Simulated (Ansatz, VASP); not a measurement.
# Sn8Te7Se (SnTe0.9Se0.1, rock salt): VASP beside Ansatz, part 2 of 2

One calculation is typed for both programs; each brings its own data sets. How far apart do they land? The cell is invented: As first built, before any earlier steps moved the atoms (in the runner's words): 1x2x2 conventional cells of the SnTe type (32 atoms: 2 Se, 16 Sn, 14 Te); Te/Se share their sites, the best of 600 random draws by like-pair counts in two shells; start lattice by linear mixing of the end members' cells; atoms moved at random by 0.02 A. It may not be a known or stable phase. The structure shown is the start of the Ansatz relaxation below; VASP solves that cell, so the two are compared at the walk's first step.

VASP 6.6.1 and Ansatz 0.2.0.

So far: The starting structure; Ansatz: relaxation, PBEsol.

## (3) VASP: single point, PBEsol, start cell

Level of this step: PBEsol; plane waves and PAW (Se, Sn_d, Te); invented cell (VASP).

The same cell, functional, mesh and smearing now go to VASP, with its own data sets.

Lines of VASP's logs that name or quote its potential files are left out, and so is its time.

File INCAR:

```
SYSTEM = Sn8Te7Se
PREC = Accurate
ENCUT = 400
EDIFF = 1E-06
NELM = 120
ISMEAR = 1
SIGMA = 0.15
LREAL = Auto
ALGO = Normal
GGA = PS
NBANDS = 188
LORBIT = 11
LWAVE = .FALSE.
LCHARG = .FALSE.
ISIF = 2
ISYM = 0
LASPH = .TRUE.
GGA_COMPAT = .FALSE.
EFERMI = MIDGAP
KPAR = 4
```

File POSCAR:

```
Sn8Te7Se
1.0
    6.2735300000      0.0000000000      0.0000000000
    0.0000000000     12.5470600000      0.0000000000
    0.0000000000      0.0000000000     12.5470600000
Se Sn Te
2 16 14
Direct
    0.4915095648      0.0009563993      0.4995991093
    0.9952132213      0.7511082277      0.4999179091
    0.0094045936      0.9964565404      0.9987200189
    0.0001593999      0.2493890999      0.2510388888
    0.5028428971      0.0007730895      0.2501063994
    0.4977899205      0.2502897093      0.0014266290
    0.0003825597      0.9966637603      0.5026914672
    0.9984330991      0.2514134785      0.7492113690
    0.5034645566      0.9994771684      0.7523834269
    0.5041818561      0.2489826302      0.4953511022
    0.0011157992      0.4984275201      0.0015700889
    0.0012273792      0.7494106189      0.2484964605
    0.4972957808      0.5023487574      0.2515409984
    0.4993360995      0.7505184481      0.0014664790
    0.9994373184      0.4971284110      0.5026595872
    0.9989909987      0.7490280592      0.7500482185
    0.4969769811      0.4982760902      0.7503670182
    0.4977580405      0.7507017580      0.5006591186
    0.5063337547      0.9995887483      0.0001593999
    0.4983159401      0.2519235582      0.2507997890
    0.0012751991      0.0030365679      0.2504889592
    0.0009245194      0.2479385609      0.9972375999
    0.4984275201      0.2501860994      0.7482868497
    0.9970144400      0.0012433192      0.7491316691
    0.9981939992      0.2494927098      0.4982920302
    0.5028269571      0.5023168774      0.0016896388
    0.5049788556      0.7468921006      0.2514772385
    0.9996445382      0.5022371775      0.2490065402
    0.0026938582      0.7528935065      0.0010360993
    0.5005475386      0.4998063291      0.5009221284
    0.4995592593      0.7482310597      0.7510763478
    0.0054992962      0.5007308485      0.7518175573
```

File KPOINTS:

```
Points of the shifted mesh
16
Reciprocal
 0.1250000000  0.2500000000  0.2500000000 1
 0.1250000000  0.2500000000  0.7500000000 1
 0.1250000000  0.7500000000  0.2500000000 1
 0.1250000000  0.7500000000  0.7500000000 1
 0.3750000000  0.2500000000  0.2500000000 1
 0.3750000000  0.2500000000  0.7500000000 1
 0.3750000000  0.7500000000  0.2500000000 1
 0.3750000000  0.7500000000  0.7500000000 1
 0.6250000000  0.2500000000  0.2500000000 1
 0.6250000000  0.2500000000  0.7500000000 1
 0.6250000000  0.7500000000  0.2500000000 1
 0.6250000000  0.7500000000  0.7500000000 1
 0.8750000000  0.2500000000  0.2500000000 1
 0.8750000000  0.2500000000  0.7500000000 1
 0.8750000000  0.7500000000  0.2500000000 1
 0.8750000000  0.7500000000  0.7500000000 1
```

PAW data sets: Se, Sn_d and Te (PBE family, release 64).

Command:

```bash
$ mpirun -np 4 vasp_std
```

Numbers of over 12 decimals in the logs are rounded to 6 here.

The log of the run:

```text
[banner, memory and clock lines left out]
running    4 mpi-ranks, on    1 nodes
[...]
|                                                                             |
|               ----> ADVICE to this user running VASP <----                  |
|                                                                             |
|     You enforced a specific xc type in the INCAR file but a different       |
|     [... a line on the potential file left out ...]
|     I HOPE YOU KNOW WHAT YOU ARE DOING!                                     |
|                                                                             |

 LDA part: xc-table for (Slater+PW92), standard interpolation
 POSCAR, INCAR and KPOINTS ok, starting setup
[...]
entering main loop
       N       E                     dE             d eps       ncg     rms          rms(c)
DAV:   1     0.361857941950E+04    0.36186E+04   -0.11518E+05  6016   0.175E+03
DAV:   2     0.579034174497E+03   -0.30395E+04   -0.29807E+04  6016   0.509E+02
DAV:   3    -0.626979343446E+02   -0.64173E+03   -0.60690E+03  6712   0.207E+02
DAV:   4    -0.131774066213E+03   -0.69076E+02   -0.66210E+02  7008   0.635E+01
[...]
DAV:  14    -0.134215976307E+03    0.33233E-05   -0.60931E-05  7424   0.291E-02    0.262E-02
DAV:  15    -0.134215976164E+03    0.14305E-06   -0.11630E-05  6248   0.180E-02    0.121E-02
DAV:  16    -0.134215976082E+03    0.82116E-07   -0.25128E-06  4760   0.380E-03
   1 F= -.13421598E+03 E0= -.13422159E+03  d E =0.168508E-01
```

From OUTCAR (step 3):

```text
  Total       -1.2300193     -1.5605465     -1.4395090     -0.0486461     -0.0160218     -0.0199718
  in kB       -1.9953844     -2.5315783     -2.3352266     -0.0789156     -0.0259912     -0.0323991
  external PRESSURE =      -2.2873964 kB  Pullay stress =       0.0000000 kB

 POSITION                                       TOTAL-FORCE (eV/Angst)
 -----------------------------------------------------------------------------------
      3.08350      0.01200      6.26850        -0.004986      0.000046     -0.014070
      6.24350      9.42420      6.27250         0.005937      0.028839      0.046327
      0.05900     12.50260     12.53100        -0.031655      0.137054      0.075966
      0.00100      3.12910      3.14980        -0.012857      0.029438     -0.101244
      3.15460      0.00970      3.13810        -0.014951     -0.027627      0.386783
      3.12290      3.14040      0.01790         0.034674      0.027344     -0.100863
      0.00240     12.50520      6.30730         0.069877     -0.363937     -0.106832
      6.26370      3.15450      9.40040         0.004443     -0.058696      0.037236
      3.15850     12.54050      9.44020        -0.058451     -0.001526     -0.377494
      3.16300      3.12400      6.21520        -0.067004     -0.362056      0.183089
      0.00700      6.25380      0.01970         0.004462     -0.057636      0.006615
      0.00770      9.40290      3.11790         0.018789      0.040592      0.405168
      3.11980      6.30300      3.15610         0.013429     -0.084865     -0.031950
      3.13260      9.41680      0.01840         0.027300     -0.052501     -0.025942
[...]
-----------------------------------------------------------------------------------
    total drift:                                0.001537      0.043514     -0.014543

  FREE ENERGIE OF THE ION-ELECTRON SYSTEM (eV)
  ---------------------------------------------------
  free  energy   TOTEN  =      -134.2159760817 eV

  energy  without entropy=     -134.2328268800  energy(sigma->0) =     -134.22159301

[... 3 further parts left out ...]
[key lines of the parts left out:]
E-fermi :   6.9659
```

The run ends at a pressure of -0.23 GPa, with forces up to 0.41 eV/Å.

## (4) Differences

Known differences besides the potentials themselves: the data sets hold 480 valence electrons in Ansatz (on its default PAW (the set named soft_2) files) and 320 in VASP; the cutoff is 420 eV in Ansatz and 400 eV in VASP (PREC = Accurate, projectors in real space); Ansatz makes its cores anew for this functional, VASP keeps those of its PBE data sets. Total energies have different zeros and are not compared.

Forces on 10 of the 32 atoms, those with the largest forces and the largest differences (eV/Å; atoms numbered as in POSCAR):

```
atom         Ansatz x, y, z            VASP x, y, z
 Sn5  -0.014, -0.022, 0.381   -0.015, -0.028, 0.387
 Sn7  0.072, -0.362, -0.106   0.070, -0.364, -0.107
 Sn9  -0.056, 0.002, -0.370  -0.058, -0.002, -0.377
Sn10  -0.066, -0.355, 0.180   -0.067, -0.362, 0.183
Sn12    0.018, 0.037, 0.396     0.019, 0.041, 0.405
Sn15   0.006, 0.332, -0.058    0.007, 0.338, -0.058
Sn16  -0.003, 0.031, -0.355   -0.002, 0.033, -0.360
Te20  0.023, -0.064, -0.125   0.020, -0.050, -0.126
Te25    0.046, 0.036, 0.032     0.043, 0.027, 0.022
Te30  -0.012, 0.015, -0.003    -0.007, 0.013, 0.011
```

The forces differ by 4.6 meV/Å r.m.s., which is 3.8 % of the r.m.s. force of 0.121 eV/Å (both taken over all components).

## (5) What came out

```json
{
 "r.m.s. force difference (single point, PBEsol, start cell)": "4.6 meV/Å"
}
```

What this shows: The r.m.s. force difference is 4.6 meV/Å (single point, PBEsol, start cell), within the 12 meV/Å picked in this series as the mark of a large difference. The data sets hold unlike numbers of valence electrons (480 in Ansatz and 320 in VASP), so part of the differences comes from the potentials. VASP runs on this material, other cells of it included, that failed, so that no pair exists: single point, PBEsol (timeout). How closely two codes agree says nothing of how well the functional describes the real material.

[Lines on the potential files, build, host, timing and source positions are cut from VASP's logs without a mark.]

[Logs are printed without paths, hosts, clocks, repeated set-up lines and the standing remarks that a program may print on its own settings, such as how far it seeks lower states.]

[Hosts, paths, dates, database ids (printed as entryN), source tags and the programs' standing remarks are cut or masked in the printed files.]
